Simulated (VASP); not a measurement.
Si: transverse stress against strain

Si (diamond, Fd-3m, 20.119 Å³/atom and stress up to 0.01 GPa in the relaxed cell, cube axes along x, y and z) under an equal strain ε along x and y, with z held. r2SCAN in VASP (plane waves, PAW), 480 eV, 10×10×10 Γ-centred mesh, Gaussian smearing 0.05 eV; ions are relaxed, or left where forces stay under 0.02 eV/Å, within the symmetry of each cell. Stress is positive for a compressed cell.

Here s stands for strain and y for stress zz.

| strain (%) | stress zz (GPa) |
|---|---|
| -1.50 | 2.04 |
| -1.00 | 1.32 |
| -0.50 | 0.65 |
| 0.00 | 0.01 |
| 0.50 | -0.59 |
| 1.00 | -1.16 |
| 1.50 | -1.69 |
| 3.00 | ? |

**Question.** Fit y against s with a straight line, and predict the withheld value at s = 3.00.

**Answer.** Means: s 0, y 0.083. About the means, the sum of products is -8.6950 and the sum of squares of s is 7.0000; the slope is their ratio. Least squares gives y = 0.083 - 1.2421·s. Residuals (row less fit): 0.094, -0.005, -0.054, -0.073, -0.052, -0.001, 0.090; standard error 0.075 (degrees of freedom: 5). The slope gives the elastic constant 2C12 = 124 ± 3 GPa (± standard error of the fit, which holds the terms cut off). At the withheld row, y = 0.083 - 1.2421 × 3.0 = -3.643 GPa. The calculation gives -3.11 GPa, 0.533 GPa above the prediction (10.3 % of the range of y in the table). The row lies outside the fitted rows, so this is an extrapolation. From the scatter of the fitted rows alone, a prediction at this place has a standard error of 0.116 GPa, so the miss is 4.6 times that.

A polynomial of degree 2 through the 12 other runs of the series gives -3.08 there, so most of the miss is curvature that the fit leaves out. Rows are the converged runs of the series near zero and its far end; series whose fitted rows scatter by over a few per cent of the range, as at a crossing or softening among them, aren't shown in this form, nor equations of state whose B0' disagrees with the runs' pressures. Most that stay on the fit to the last digits aren't either.
